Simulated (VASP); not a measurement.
Level of theory: PBE GGA, VASP's PBE PAW potentials (set 64) (plane waves; VASP 6.6.1).

A VASP calculation is set up with these files.

**INCAR**
```
ALGO  =  Normal
EDIFF  =  1E-6
ENCUT  =  520
GGA  =  PE
ISIF  =  2
ISMEAR  =  0
LASPH  =  .TRUE.
LCHARG  =  .FALSE.
LMAXMIX  =  4
LREAL  =  .FALSE.
LWAVE  =  .FALSE.
NELM  =  100
PREC  =  Accurate
SIGMA  =  0.05
SYSTEM  =  GaN
```

KPOINTS:
```
Automatic
0
gamma
7 7 4
```

**POSCAR**
```
GaN
5.190
  0.3073217726  -0.5322969171   0.0000000000
  0.3073217726   0.5322969171   0.0000000000
  0.0000000000   0.0000000000   1.0000000000
Ga N
2 2
Cartesian
  0.3073217726  -0.1774326606   0.5000000000
  0.3073217726   0.1774326606   0.0000000000
  0.3073217726  -0.1774326606   0.8770000000
  0.3073217726   0.1774326606   0.3770000000
```

POTCAR, in this order: Ga_d N (PBE.64 set). Program: vasp_std.

Q: What will the output report for the number of irreducible k-points (NKPTS), number of bands (NBANDS), largest plane-wave count, number of space-group operations, FFT grid (NGX, NGY, NGZ)?

A: 
```
Property                                      Result
--------------------------------------  ------------
number of irreducible k-points (NKPTS)            24
number of bands (NBANDS)                          22
largest plane-wave count                        1244
number of space-group operations                  12
FFT grid (NGX, NGY, NGZ)                24 × 24 × 40
```

The compound is GaN in the wurtzite structure. The cell was not relaxed at this level.
